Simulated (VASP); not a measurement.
Here is the system:

```
CELL_PARAMETERS angstrom
      3.91570     0.00000     0.00000
      0.00000     3.91570     0.00000
      0.00000     0.00000     4.13838
ATOMIC_POSITIONS crystal
  Ba 0.00000 0.00000 0.01078
  Ti 0.50000 0.50000 0.52974
  O  0.50000 0.50000 0.95950
  O  0.00000 0.50000 0.48198
  O  0.50000 0.00000 0.48198
```

Method: PBE GGA, VASP's PBE PAW potentials (set 64) (plane waves; VASP 6.6.1). Settings: 520 eV cut-off, 6×6×5 Γ-centred mesh, Gaussian smearing of 0.050 eV, potentials Ba_sv Ti_sv O.

Question: The ions and cell shape at fixed volume are relaxed. Give the cell that the relaxation ends in.

Answer: 
```
CELL_PARAMETERS angstrom
      3.96738     0.00000     0.00000
      0.00000     3.96738     0.00000
      0.00000     0.00000     4.03128
ATOMIC_POSITIONS crystal
  Ba 0.00000 0.00000 0.00055
  Ti 0.50000 0.50000 0.51539
  O  0.50000 0.50000 0.97683
  O  0.00000 0.50000 0.48562
  O  0.50000 0.00000 0.48562
```
Space group P4mm (99), at a tolerance of 0.03 Å.

Question: How much energy does the relaxation gain?

Answer: The energy (σ→0) changes by -9.4 meV/atom, in 9 ionic steps.

The compound is BaTiO3 in the tetragonal perovskite structure. This cell is one point of a volume scan, at 0.94 of the reference volume. Symmetry was kept, so distortions that lower it aren't found.
